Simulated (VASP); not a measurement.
The system is GaSb.

```xyz
2
Lattice="0.0000 3.0590 3.0590 3.0590 0.0000 3.0590 3.0590 3.0590 0.0000" Properties=species:S:1:pos:R:3 pbc="T T T"
Ga    0.0000    0.0000    0.0000
Sb    1.5295    1.5295    1.5295
```

| Property | Result |
| --- | --- |
| Program | VASP 6.6.1 |
| Task | relaxation of cell and atoms |
| Functional | PBE |
| Potentials or basis | VASP PAW PBE potentials, release 64 (Ga_d, Sb) |
| Cutoff | 600 eV |
| k mesh | 10 × 10 × 10 |
| Occupations | gaussian, width 0.03 eV |
| Spin | no spin polarisation |

At the start: pressure 2.4 GPa; volume 28.62 Å³/atom.

Problem. Where does the relaxation end?

Solution. Over 3 steps the energy falls by 10.0 meV/atom and the volume is 30.03 Å³/atom (+4.9 %); space group F-43m (No. 216, to 0.05 Å).

Step by step:
| step | energy change (eV) | largest force (eV/Å) | pressure (GPa) | volume (Å³) |
| --- | --- | --- | --- | --- |
| 1 | 0.0000 | 0.0000 | 2.38 | 57.25 |
| 2 | -0.0186 | 0.0000 | -0.54 | 60.85 |
| 3 | -0.0201 | 0.0000 | -0.02 | 60.07 |

Final structure:
```yaml
crystal:
  lattice:
    - [0.00000, 3.10843, 3.10843]
    - [3.10843, 0.00000, 3.10843]
    - [3.10843, 3.10843, 0.00000]
  atoms:
    - { symbol: Ga, position: [0.00000, 0.00000, 0.00000] }
    - { symbol: Sb, position: [0.25000, 0.25000, 0.25000] }
```
